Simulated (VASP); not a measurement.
Here is the system:

```xyz
3
Lattice="1.8615 -3.2242 0.0000 1.8615 3.2242 0.0000 0.0000 0.0000 6.0486" Properties=species:S:1:pos:R:3 pbc="T T T"
Cd     0.0000     0.0000     0.0000
I      1.8615     1.0747     1.7447
I      1.8615    -1.0747     4.3039
```

Computed with LDA (Ceperley-Alder, Perdew-Zunger), VASP's LDA PAW potentials (set 64) (plane waves; VASP). Run with 500 eV cut-off, 7×7×4 Γ-centred mesh, Gaussian smearing of 0.050 eV, potentials Cd I.

Problem. Estimate the energy per atom (σ→0), pressure.

Solution. 
```json
{
 "energy per atom (σ→0)": "-1.990 eV/atom",
 "pressure": "200.1 kbar"
}
```

The absolute energy has meaning only against runs of the same code, potentials and settings.

The compound is CdI2 in the 1T layered structure. It was relaxed first under an external pressure of 20 GPa.
